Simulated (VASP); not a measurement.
A convergence study with VASP on CoSi2 (space group no. 225 when undisturbed): a few settings are varied, all else stays as given below, so the limit is that of these other settings. One atom is moved off its site, so that forces are finite.

```
CELL_PARAMETERS angstrom
      0.00000     2.67196     2.67196
      2.67196     0.00000     2.67196
      2.67196     2.67196     0.00000
ATOMIC_POSITIONS crystal
  Co 0.00936 0.00936 0.99064
  Si 0.25000 0.25000 0.25000
  Si 0.75000 0.75000 0.75000
```

All values below come from PBEsol GGA, VASP's PBE PAW potentials (set 64) (plane waves; VASP). The last row used: 300 eV cut-off, 15×15×15 Γ-centred mesh shifted by (0.5, 0.5, 0.5), Fermi-Dirac smearing of 0.10 eV, potentials Co Si.

```tsv
setting	E (eV/atom)	pressure (GPa)	largest force (eV/Å)	irreducible k-points
2×2×2 mesh	-7.0840	-4.12	0.577	3
3×3×3 mesh	-6.9548	-2.95	0.585	10
4×4×4 mesh	-6.9860	-3.11	0.580	20
5×5×5 mesh	-6.9843	-3.17	0.589	39
6×6×6 mesh	-6.9827	-3.06	0.586	63
7×7×7 mesh	-6.9862	-3.18	0.588	100
8×8×8 mesh	-6.9838	-3.11	0.586	144
9×9×9 mesh	-6.9852	-3.14	0.587	205
10×10×10 mesh	-6.9846	-3.13	0.586	275
11×11×11 mesh	-6.9848	-3.12	0.587	366
12×12×12 mesh	-6.9848	-3.13	0.586	468
14×14×14 mesh	-6.9848	-3.13	0.587	735
15×15×15 mesh	-6.9848	-3.13	0.587	904
```

Left out are rungs that failed or repeat a setting and relaxations that didn't move; long series are thinned to 24 rows.

The structure is a typed CoSi2 crystal (space group no. 225). The cell was not relaxed at this level, it is distorted from the ideal structure. The run is not spin-polarised, so no magnetic state was tried. The electron count is odd and the run is not spin-polarised, which forces a metal.
